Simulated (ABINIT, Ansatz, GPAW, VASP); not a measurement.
## Code comparison for Ba (Cmcm, 2 atoms in the cell)

Self-consistent single point.

```xyz
2
Lattice="2.1565 -3.9121 0.0000 2.1565 3.9121 0.0000 0.0000 0.0000 7.2693" Properties=species:S:1:pos:R:3 pbc="T T T"
Ba     2.1565    -1.1705     5.4520
Ba     2.1565     1.1705     1.8173
```

Shared settings, as Ansatz (a first-principles code) writes them: kpoints.mp_grid.grid = 6 6 3; scf.occupations.method = gaussian; scf.occupations.width = 0.272 eV. Potentials and cutoffs stand in the table.

| code | model | pressure (GPa) | largest force (eV/Å) | cutoff |
|---|---|---|---|---|
| VASP | LDA (PZ), VASP's LDA PAW potentials (set 64) | -1.00 | 0.050 | 300 eV |
| GPAW | LDA (Perdew-Wang 92), GPAW PAW datasets LDA (gpaw-data 1.0.1) | -0.99 | 0.049 | 550 eV |
| Ansatz | LDA (PW92), PAW files made with PBE | -1.04 | 0.049 | default |
| ABINIT | LDA (PW92), norm-conserving pseudopotentials (PseudoDojo nc-sr-04 LDA standard) | -1.05 | 0.049 | 762 eV |

The spread over the programs that give each value: pressure within 0.06 GPa; largest force within 0.001 eV/Å.

Ansatz's pressure is given at a fixed set of plane waves, as the other plane-wave codes print theirs. The same LDA comes in different parametrisations, which differ slightly.

VASP's run is marked for a possible Pulay error in its stress at this cutoff; no cutoff test was made.

The starting cell comes from a database of computed structures (which also holds hypothetical and non-ambient phases and stackings), without a prior relaxation at this level. Its lattice was rescaled by a random factor within 2.5 % of one.

Left out of this page: CP2K, Elk, FLEUR and SIESTA (not drawn, or without a comparable value).

Keys are those of Ansatz 0.2.
